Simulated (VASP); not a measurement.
Here is a VASP 6.6.1 calculation.

File INCAR:

```
PREC = Accurate
ENCUT = 520
EDIFF = 1E-6
ISMEAR = 0
SIGMA = 0.1
LREAL = False
LASPH = True
NELM = 100
ALGO = Normal
ISIF = 2
LWAVE = False
LCHARG = False
GGA = CA
NBANDS = 32
```

File KPOINTS:

```
regular mesh
0
Gamma
  6 6 6
```

Contents of POSCAR:

```
Ti3Nb
1.0
    4.0296109555      0.0000000000      0.0000000000
    0.0000000000      4.0296109555      0.0000000000
    0.0000000000      0.0000000000      4.0296109555
Ti Nb
3 1
Direct
    0.0000000000      0.5000000000      0.5000000000
    0.5000000000      0.0000000000      0.5000000000
    0.5000000000      0.5000000000      0.0000000000
    0.0000000000      0.0000000000      0.0000000000
```

Potentials or basis: VASP PAW LDA potentials, release 64 (Ti_sv, Nb_sv).

Command:

```bash
$ cat potpaw_LDA.64/Ti_sv/POTCAR potpaw_LDA.64/Nb_sv/POTCAR > POTCAR
$ mpirun -np 1 vasp_std > vasp.out
```

**Question.** Estimate the band gap on the k mesh.

**Answer.** None (metal or under the smearing width).

**Question.** Predict the pressure.

**Answer.** 0.0 GPa.
